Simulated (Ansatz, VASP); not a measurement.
## Ga2O3 in two plane-wave programs

One calculation is typed for both programs; each brings its own data sets. How far apart do they land? The cell is taken from a series of runs on this material, whose earlier steps may have relaxed, scaled, displaced or heated it; both programs get it as it stands.

Calculated with Ansatz 0.2.0; plane waves, with VASP 6.6.1 beside it; single point at LDA and single point at r2SCAN.

### Step 1. Set-up

Symmetry: R-3c, No. 167, trigonal system. The conventional cell has a = 4.997 Å, b = 4.997 Å, c = 13.451 Å, α = 90.00°, β = 90.00°, γ = 120.00°. Nearest to Ga lie 6 O at 1.93 to 2.08 Å. O has 4 Ga at 1.93 to 2.08 Å nearest. Farther neighbours and most contacts between anions are not listed.

As a file:

```
Ga O
1.0
     2.49870    1.44262    4.48355
    -2.49870    1.44262    4.48355
     0.00000   -2.88525    4.48355
Ga O
4 6
Cartesian
  0.0000 0.0000 11.5082
  0.0000 0.0000 8.6678
  0.0000 0.0000 1.9425
  0.0000 0.0000 4.7829
  0.7575 1.5732 5.6044
  0.9837 -1.4426 5.6044
  -1.7412 -0.1306 5.6044
  -0.7575 -1.5732 7.8462
  1.7412 0.1306 7.8462
  -0.9837 1.4426 7.8462
```

### Step 2. VASP: single point, LDA

A single point gives forces, pressure and levels at one fixed geometry, so differences don't come from the geometry; what else differs is listed under the comparison.

Lines of VASP's logs that name or quote its potential files are left out, and so is its time.

The input, INCAR:

```
SYSTEM = Ga2O3
PREC = Accurate
ENCUT = 600
EDIFF = 1E-06
NELM = 120
ISMEAR = 0
SIGMA = 0.01
LREAL = .FALSE.
ALGO = Normal
GGA = PW92
NBANDS = 54
LORBIT = 11
LWAVE = .FALSE.
LCHARG = .FALSE.
ISIF = 2
LASPH = .TRUE.
GGA_COMPAT = .FALSE.
EFERMI = MIDGAP
KPAR = 2
```

The input, POSCAR:

```
Ga2O3
1.0
    2.4986991939      1.4426246522      4.4835497685
   -2.4986991939      1.4426246522      4.4835497685
    0.0000000000     -2.8852493044      4.4835497685
Ga O
4 6
Direct
    0.8555855800      0.8555855800      0.8555855800
    0.6444144200      0.6444144200      0.6444144200
    0.1444144200      0.1444144200      0.1444144200
    0.3555855800      0.3555855800      0.3555855800
    0.7500000000      0.4468328200      0.0531671800
    0.4468328200      0.0531671800      0.7500000000
    0.0531671800      0.7500000000      0.4468328200
    0.2500000000      0.5531671800      0.9468328200
    0.9468328200      0.2500000000      0.5531671800
    0.5531671800      0.9468328200      0.2500000000
```

The input, KPOINTS:

```
Automatic mesh
0
Gamma
6 6 6
0 0 0
```

PAW data sets: Ga_d and O (LDA family, release 64).

The run is started by

```sh
mpirun -np 2 vasp_std
```

Numbers of over 12 decimals in the logs are rounded to 6 here.

The program printed:

```text
[banner, memory and clock lines left out]
running    2 mpi-ranks, on    1 nodes
 distrk:  each k-point on    1 cores,    2 groups
 distr:  one band on    1 cores,    1 groups

 POSCAR found type information on POSCAR GaO
 POSCAR found :  2 types and      10 ions
|                                                                             |
|               ----> ADVICE to this user running VASP <----                  |
|                                                                             |
|     You enforced a specific xc type in the INCAR file but a different       |
|     [... a line on the potential file left out ...]
|     I HOPE YOU KNOW WHAT YOU ARE DOING!                                     |
|                                                                             |

 LDA part: xc-table for (Slater(with rela. corr.)+PW92), standard interpolation
 POSCAR, INCAR and KPOINTS ok, starting setup
 FFT: planning ... GRIDC
 FFT: planning ... GRID_SOFT
 FFT: planning ... GRID
 WAVECAR not read
 entering main loop
       N       E                     dE             d eps       ncg     rms          rms(c)
DAV:   1     0.127749226146E+04    0.12775E+04   -0.43563E+04  4090   0.333E+03
DAV:   2     0.217258494062E+03   -0.10602E+04   -0.99992E+03  3464   0.885E+02
DAV:   3    -0.535135558966E+02   -0.27077E+03   -0.26362E+03  4022   0.283E+02
DAV:   4    -0.758401998711E+02   -0.22327E+02   -0.22068E+02  4258   0.869E+01
DAV:   5    -0.766945160859E+02   -0.85432E+00   -0.85243E+00  4666   0.175E+01    0.166E+01
DAV:   6    -0.684037558274E+02    0.82908E+01   -0.29332E+01  6208   0.605E+01    0.462E+00
DAV:   7    -0.684311634156E+02   -0.27408E-01   -0.27904E+00  3874   0.970E+00    0.313E+00
DAV:   8    -0.683331583977E+02    0.98005E-01   -0.54222E-01  4966   0.517E+00    0.130E+00
DAV:   9    -0.683012699181E+02    0.31888E-01   -0.17892E-01  5364   0.463E+00    0.149E-01
DAV:  10    -0.683018690342E+02   -0.59912E-03   -0.11389E-02  4888   0.105E+00    0.535E-02
DAV:  11    -0.683018739229E+02   -0.48888E-05   -0.13330E-03  4596   0.463E-01    0.260E-02
DAV:  12    -0.683018863127E+02   -0.12390E-04   -0.21951E-04  4136   0.113E-01    0.183E-02
DAV:  13    -0.683018838940E+02    0.24186E-05   -0.35312E-05  4784   0.323E-02    0.328E-03
DAV:  14    -0.683018837281E+02    0.16593E-06   -0.21271E-06  2606   0.102E-02
   1 F= -.68301884E+02 E0= -.68301884E+02  d E =0.000000E+00
```

OUTCAR, selected parts (step 2):

```text
ion  position               nearest neighbor table
   1  0.856  0.856  0.856-   9 1.93  10 1.93   8 1.93   7 2.08   5 2.08   6 2.08   2 2.84
   2  0.644  0.644  0.644-   8 1.93  10 1.93   9 1.93   7 2.08   5 2.08   6 2.08   1 2.84
   3  0.144  0.144  0.144-   7 1.93   6 1.93   5 1.93   8 2.08   9 2.08  10 2.08   4 2.84
   4  0.356  0.356  0.356-   5 1.93   6 1.93   7 1.93   8 2.08   9 2.08  10 2.08   3 2.84
   5  0.750  0.447  0.053-   4 1.93   3 1.93   1 2.08   2 2.08
   6  0.447  0.053  0.750-   3 1.93   4 1.93   1 2.08   2 2.08
   7  0.053  0.750  0.447-   3 1.93   4 1.93   1 2.08   2 2.08
   8  0.250  0.553  0.947-   2 1.93   1 1.93   3 2.08   4 2.08
   9  0.947  0.250  0.553-   1 1.93   2 1.93   3 2.08   4 2.08
  10  0.553  0.947  0.250-   1 1.93   2 1.93   3 2.08   4 2.08

  LATTYP: Found a trigonal (rhomboedric) cell.
 ALAT       =     5.3316866070
 COS(alpha) =     0.5607328553

 Subroutine GETGRP returns: Found 12 space group operations
 (whereof  6 operations were pure point group operations)

The static configuration has the point symmetry S_6 .
 The point group associated with its full space group is D_3d.

 Found     32 irreducible k-points:

   k-points           NKPTS =     32   k-points in BZ     NKDIM =     32   number of bands    NBANDS=     54

   dimension x,y,z NGX =    48 NGY =   48 NGZ =   48
   dimension x,y,z NGXF=    96 NGYF=   96 NGZF=   96

   ENCUT  =  600.0 eV  44.10 Ry    6.64 a.u.  10.65 10.65 10.65*2*pi/ulx,y,z

   NELECT =      88.0000    total number of electrons

 k-points in reciprocal lattice and weights: Automatic mesh
   0.00000000  0.00000000  0.00000000       0.005
   0.16666667 -0.00000000  0.00000000       0.028
   0.33333333 -0.00000000 -0.00000000       0.028
   0.50000000  0.00000000 -0.00000000       0.014
   0.16666667  0.16666667  0.00000000       0.028
   0.33333333  0.16666667  0.00000000       0.056
   0.50000000  0.16666667 -0.00000000       0.056
  -0.33333333  0.16666667  0.00000000       0.056
  -0.16666667  0.16666667  0.00000000       0.028
[...]
-0.33333333  0.50000000  0.33333333       0.028
   0.50000000  0.50000000  0.50000000       0.005

 average (electrostatic) potential at core
       1 -64.7815       2 -64.7815       3 -64.7815       4 -64.7815       5 -70.2667
       6 -70.2667       7 -70.2667       8 -70.2667       9 -70.2667      10 -70.2667

 E-fermi :   5.5785

 k-point     1 :       0.0000    0.0000    0.0000
  band No.  band energies     occupation
    ...
     40       3.8614      2.00000
     41       3.8865      2.00000
     42       3.8865      2.00000
     43       3.9500      2.00000
     44       3.9500      2.00000
     45       6.9472      0.00000
     46      10.6683      0.00000
     47      10.8426      0.00000
     48      12.8848      0.00000
     49      14.1858      0.00000
    ...

 k-point     2 :       0.1667   -0.0000    0.0000
  band No.  band energies     occupation
    ...
     40       3.6463      2.00000
     41       3.6659      2.00000
     42       3.7522      2.00000
     43       4.0192      2.00000
     44       4.1337      2.00000
     45       7.7864      0.00000
     46      10.5769      0.00000
     47      11.1976      0.00000
     48      12.5281      0.00000
     49      13.3029      0.00000
    ...

 k-point     3 :       0.3333   -0.0000   -0.0000
  band No.  band energies     occupation
    ...
     40       3.2256      2.00000
     41       3.4762      2.00000
     42       3.5490      2.00000
     43       4.0127      2.00000
     44       4.1509      2.00000
     45       9.2451      0.00000
     46      10.4669      0.00000
     47      11.1482      0.00000
     48      11.7715      0.00000
     49      13.2432      0.00000
    ...

  Total       -3.2889485     -3.2889485     -3.1569399     -0.0000000      0.0000000      0.0000000
  in kB      -54.3409318    -54.3409318    -52.1598486     -0.0000000      0.0000000      0.0000000
  external PRESSURE =     -53.6139040 kB  Pullay stress =       0.0000000 kB

  energy-cutoff  :      600.00
  volume of cell :       96.97
      direct lattice vectors                 reciprocal lattice vectors
     2.498699194  1.442624652  4.483549768     0.200104119  0.115530167  0.074345853
    -2.498699194  1.442624652  4.483549768    -0.200104119  0.115530167  0.074345853
     0.000000000 -2.885249304  4.483549768     0.000000000 -0.231060334  0.074345853

 POSITION                                       TOTAL-FORCE (eV/Angst)
 -----------------------------------------------------------------------------------
      0.00000      0.00000     11.50818         0.000000      0.000000     -0.011429
      0.00000      0.00000      8.66779         0.000000      0.000000      0.011429
      0.00000      0.00000      1.94247         0.000000      0.000000      0.011429
      0.00000      0.00000      4.78286         0.000000      0.000000     -0.011429
      0.75752      1.57318      5.60444        -0.028153      0.048762      0.000000
      0.98365     -1.44262      5.60444         0.056305     -0.000000     -0.000000
     -1.74118     -0.13056      5.60444        -0.028153     -0.048762      0.000000
     -0.75752     -1.57318      7.84621         0.028153     -0.048762      0.000000
      1.74118      0.13056      7.84621         0.028153      0.048762      0.000000
     -0.98365      1.44262      7.84621        -0.056305     -0.000000     -0.000000
 -----------------------------------------------------------------------------------
    total drift:                                0.000000     -0.000000      0.000000

  FREE ENERGIE OF THE ION-ELECTRON SYSTEM (eV)
  ---------------------------------------------------
  free  energy   TOTEN  =       -68.3018837281 eV

  energy  without entropy=      -68.3018837281  energy(sigma->0) =      -68.30188373

 total charge
# of ion       s       p       d       tot
------------------------------------------
    1        0.682   0.749  10.255  11.686
    2        0.682   0.749  10.255  11.686
    3        0.682   0.749  10.255  11.686
    4        0.682   0.749  10.255  11.686
    5        1.543   3.494   0.000   5.037
    6        1.543   3.494   0.000   5.037
    7        1.543   3.494   0.000   5.037
    8        1.543   3.494   0.000   5.037
    9        1.543   3.494   0.000   5.037
   10        1.543   3.494   0.000   5.037
--------------------------------------------------
tot         11.987  23.960  41.020  76.967

[... 3 further parts left out ...]
```

The run ends at a pressure of -5.36 GPa, with forces up to 0.056 eV/Å.

### Step 3. Ansatz: single point, LDA

Ansatz runs on its default PAW (the set named soft_2) files.

The same cell, functional (in two slightly different forms) and mesh now go to Ansatz, which takes its cutoff from its data sets.

The input, input.yaml:

```yaml
crystal:
  lattice:
    - [2.4986991939, 1.4426246522, 4.4835497685]
    - [-2.4986991939, 1.4426246522, 4.4835497685]
    - [0.0, -2.8852493044, 4.4835497685]
  atoms:
    - { symbol: Ga, position: [0.85558558, 0.85558558, 0.85558558] }
    - { symbol: Ga, position: [0.64441442, 0.64441442, 0.64441442] }
    - { symbol: Ga, position: [0.14441442, 0.14441442, 0.14441442] }
    - { symbol: Ga, position: [0.35558558, 0.35558558, 0.35558558] }
    - { symbol: O, position: [0.75, 0.44683282, 0.05316718] }
    - { symbol: O, position: [0.44683282, 0.05316718, 0.75] }
    - { symbol: O, position: [0.05316718, 0.75, 0.44683282] }
    - { symbol: O, position: [0.25, 0.55316718, 0.94683282] }
    - { symbol: O, position: [0.94683282, 0.25, 0.55316718] }
    - { symbol: O, position: [0.55316718, 0.94683282, 0.25] }
kpoints:
  mp_grid: { grid: [6, 6, 6] }
  band_path:
    path:
      - [0.0, 0.0, 0.0]
      - [0.5, 0.5, 0.5]
      - [0.76431389, 0.23568611, 0.5]
      - [0.5, -0.23568611, 0.23568611]
      - [0.5, 0.0, 0.0]
      - [0.36784305, -0.36784305, 0.0]
      - [0.63215695, 0.0, 0.36784305]
      - [0.5, 0.0, 0.5]
      - [0.0, 0.1666666667, -0.1666666667]
    npoints: 1
hamiltonian:
  xc: lda
scf:
  occupations: { method: fixed }
  n_extra_bands: 7
output:
  eigenvalues: true
  forces: true
  stress: true
  write_density: true
  write_potential: true
  elf: true
  volumetric_format: npy
```

The run is started by

```sh
ansatz run input.yaml --threads 3 --pin off --max-ram 92160MiB --backend cuda --devices 1 --max-vram 13GiB --events-out ev --progress --plain --runs-dir out
```

The program printed:

```text
scf.n_extra_bands = 7 over 44 filled bands (N_el = 88.0): the run solves 51 bands
GPUs: using 1 of 1 available (devices: 1).
Engine: ansatz 0.2.0, x86_64-unknown-linux-gnu
Pseudopotentials: kind: paw
Pseudopotential: Ga, paw, valence charge 13, recommended cutoff 420 eV (normal), Ga.paw.azcp
Pseudopotential: O, paw, valence charge 6, recommended cutoff 420 eV (normal), O.paw.azcp
Functional definition: SPW92
  exchange = slater_x
  correlation = pw_c
device memory: the entry about to start is reckoned to put 2.4 GiB on a device that reports 50.2 GiB free (of which the cap on the GPU budget leaves the run 13.0 GiB)
GPU FFT provider: cuFFT
GPU libraries: cuBLAS 13.8.2, cuFFT 12.4.0, cuSOLVER 12.3.4
Crystal: 10 atoms, lattice volume = 96.971 Å³
Basis set: ecut = 420 eV, 1899 PW (Γ)
Bands: 51, of which v1, the nominal top of the filled ones, is band 44 counted from 1 (43 counted from 0)
Symmetry: 12 space group operations
Space group: R-3c (ITA 167), of the structure as read, at distance tolerance 4.6e-5 Å
k-points: 32 of 216
Non-local potential: Ga, projectors of the file, l = 0: 2, l = 1: 2, l = 2: 3, l = 3: 1
Non-local potential: O, projectors of the file, l = 0: 2, l = 1: 2, l = 2: 1
PAW form: soft (Blöchl's): semilocal exchange-correlation on the pseudo side does not see the compensation charge
PAW frozen core: Ga, regenerated for the run's functional, and the local potential with it (the file was generated under x = pbe(κ = 0.804, μ = 0.219515), c = pbe(β = 0.066725))
PAW frozen core: O, regenerated for the run's functional, and the local potential with it (the file was generated under x = pbe(κ = 0.804, μ = 0.219515), c = pbe(β = 0.066725))
PAW one-centre angular grid: Ga, 590 points (default); XC on 64 Gauss nodes
PAW one-centre angular grid: O, 110 points (default); XC on 64 Gauss nodes
Initial density: superposition of atomic densities (neutral atoms: chi_scale 0, normalization atom), corrected by the library's trained network
Initial wavefunctions: pseudopotential atomic-orbital guess
GPU buffer pool allocated for 46656 grid points (all kernels)
GPU transforms: local potential and band sums: pruned to the plane-wave sphere, on 36×36×36
Functional: x = slater, c = lda
SCF iter   1: F=—  HF=-18163.929668 eV  |F-HF|=—  |Δ(HF+E_count)|=         —  Δρ=2.00e-2  dr2=3.14e-1  ethr=1.77e-3  ⟨swp⟩=5.0  Hψ=5121  notcnv=0  defer=157
preconditioner: auto → Resta (q_TF=auto, 2.685 Å⁻¹)  ε∞=5.4  [insulator: Δε(μ)=2.538 eV  Ē_g=16.868 eV  n_scr=26 (ndim 8)  ℏωp=35.4 eV  f_vac=0.015  ε∞_Penn≈5.4]
SCF iter   2: F=—  HF=-18163.837328 eV  |F-HF|=—  |Δ(HF+E_count)|=   9.23e-2  Δρ=4.39e-3  dr2=8.26e-3  ethr=3.57e-4  ⟨swp⟩=2.0  Hψ=2413  notcnv=0  defer=158
SCF iter   3: F=—  HF=-18163.835357 eV  |F-HF|=—  |Δ(HF+E_count)|=   1.97e-3  Δρ=2.06e-3  dr2=2.08e-3  ethr=9.39e-6  ⟨swp⟩=3.0  Hψ=2763  notcnv=0  defer=160
SCF iter   4: F=—  HF=-18163.834949 eV  |F-HF|=—  |Δ(HF+E_count)|=   4.08e-4  Δρ=5.40e-4  dr2=1.30e-4  ethr=2.37e-6  ⟨swp⟩=2.0  Hψ=2816  notcnv=0  defer=160
SCF iter   5: F=—  HF=-18163.834600 eV  |F-HF|=—  |Δ(HF+E_count)|=   3.49e-4  Δρ=1.27e-4  dr2=9.98e-6  ethr=1.48e-7  ⟨swp⟩=2.0  Hψ=2869  notcnv=0  defer=110
SCF iter   6: F=—  HF=-18163.834931 eV  |F-HF|=—  |Δ(HF+E_count)|=   3.30e-4  Δρ=2.18e-5  dr2=3.47e-7  ethr=1.13e-8  ⟨swp⟩=2.0  Hψ=2944  notcnv=0  defer=102
SCF iter   7: F=-18163.834930 eV  HF=-18163.834930 eV  |F-HF|=5.84e-9  |Δ(HF+E_count)|=   6.73e-8  Δρ=4.60e-6  dr2=2.86e-8  ethr=1.14e-10  ⟨swp⟩=15.3  Hψ=13723  notcnv=0
SCF 1 converged in 7 iterations: F = -18163.834930 eV  dr2 = 2.86e-8
  greatest PAW one-centre occupation: 0.998 electrons in one spin orbital (limit 2), on the Ga atom at site 2 (counted from 0), in its partial waves of l = 2
device memory: the entry about to start is reckoned to put 2.1 GiB on a device that reports 48.9 GiB free (of which the cap on the GPU budget leaves the run 13.0 GiB)
NSCF: frozen V_eff on 9 k-points
SCF converged after 7 iterations
Free energy (F): -18163.834930 eV
Harris-Foulkes:  -18163.834930 eV  (|F-HF|=5.84e-9)
Internal energy: -18163.834930 eV  (E = F + TS)
E sigma→0 (E₀):  -18163.834930 eV
Fermi energy:    8.752791 eV
--- Per-component energies (eV) ---
  E_band       = -28.795556
  E_kinetic    = 1515.948383
  E_local      = -8539.180627  (includes V_loc(G=0)·N_el)
  E_nonlocal   = 2041.634384
  E_hartree    = 3843.736977
  E_xc         = -704.291678
  E_vxc        = -787.834045  (∫ρ·V_xc dr)
  E_paw        = -8575.583594  (= ΣΔE_a)
  E_vpaw       = -1946.861939  (= ΣTr[D̂ρ^β])
  E_aug_tail   = 0.014900  (compensation charges beyond the density's cutoff)
  E_ewald      = -7753.609124
  E_core_change = 7.495449  (= ΣΔE_core)
  E_smearing   = -0.000000  (= −TS)
  E_closure    = 0.000000  (closes the sum)
  Σ components = -18163.834930   (vs F -18163.834930, Δ=0.00e0)
--- Forces (eV/Å), atoms counted from 1 ---
  atom   1  Ga    -0.00000000    -0.00000000     0.00618908
  atom   2  Ga    -0.00000000     0.00000000    -0.00618908
  atom   3  Ga     0.00000000    -0.00000000    -0.00618908
  atom   4  Ga     0.00000000     0.00000000     0.00618908
  atom   5  O     -0.01602134     0.02774978    -0.00000000
  atom   6  O      0.03204269    -0.00000000     0.00000000
  atom   7  O     -0.01602134    -0.02774978     0.00000000
  atom   8  O      0.01602134    -0.02774978     0.00000000
  atom   9  O      0.01602134     0.02774978    -0.00000000
  atom  10  O     -0.03204269    -0.00000000    -0.00000000
  max |Σ_I F_I| component: 1.39e-17 eV/Å
--- Stress (GPa, compression-positive) ---
       -6.891432       0.000000       0.000000
        0.000000      -6.891432       0.000000
        0.000000       0.000000      -6.303430
  P = ⅓ Tr σ = -6.6954 GPa (-66.954 kbar)
--- Band table (eV; the first three rows and the last of 32) ---
  k-point 0: bands = [... 40 lower, 8.4294, 8.4294, 8.4943, 8.4943, 11.4657, 15.1979, 15.3834, 17.4162, ... 3 higher]
  k-point 1: bands = [... 40 lower, 8.2101, 8.2954, 8.5629, 8.6766, 12.3085, 15.1071, 15.7345, 17.0598, ... 3 higher]
  k-point 2: bands = [... 40 lower, 8.0205, 8.0933, 8.5561, 8.6935, 13.7697, 14.9975, 15.6787, 16.3012, ... 3 higher]
  k-point 31: bands = [... 40 lower, 8.4459, 8.4459, 8.4459, 8.4459, 14.4764, 14.4764, 16.3666, 16.3666, ... 3 higher]
```

### Step 4. Side by side

Known differences besides the potentials themselves: fixed occupations in Ansatz, narrow Gaussian smearing in VASP; the cutoff is 420 eV in Ansatz and 600 eV in VASP; VASP's log shows a relativistic correction to its local exchange, Ansatz's none. Total energies have different zeros and are not compared.

Both answers:

| quantity | Ansatz | VASP | difference |
| --- | --- | --- | --- |
| pressure (GPa) | -6.70 | -5.36 | -1.33 |
| gap on the k mesh (eV) | 2.713 | 2.737 | -0.024 |

Forces (eV/Å; atoms numbered as in POSCAR):

| atom | Ansatz x, y, z | VASP x, y, z |
| --- | --- | --- |
| Ga1 | 0.000, 0.000, 0.006 | 0.000, 0.000, -0.011 |
| Ga2 | 0.000, 0.000, -0.006 | 0.000, 0.000, 0.011 |
| Ga3 | 0.000, 0.000, -0.006 | 0.000, 0.000, 0.011 |
| Ga4 | 0.000, 0.000, 0.006 | 0.000, 0.000, -0.011 |
| O5 | -0.016, 0.028, 0.000 | -0.028, 0.049, 0.000 |
| O6 | 0.032, 0.000, 0.000 | 0.056, 0.000, 0.000 |
| O7 | -0.016, -0.028, 0.000 | -0.028, -0.049, 0.000 |
| O8 | 0.016, -0.028, 0.000 | 0.028, -0.049, 0.000 |
| O9 | 0.016, 0.028, 0.000 | 0.028, 0.049, 0.000 |
| O10 | -0.032, 0.000, 0.000 | -0.056, 0.000, 0.000 |

The forces differ by 13 meV/Å r.m.s., which is 49.4 % of the r.m.s. force of 0.026 eV/Å (both taken over all components). A gap on the mesh is an upper bound, since the band edges may lie between its points.

(Continued in part 2 of 2.)

[Lines on the potential files, build, host, timing and source positions are cut from VASP's logs without a mark.]

[Logs are printed without paths, hosts, clocks, repeated set-up lines and the standing remarks that a program may print on its own settings, such as how far it seeks lower states.]

[Hosts, paths, dates, database ids (printed as entryN), source tags and the programs' standing remarks are cut or masked in the printed files.]
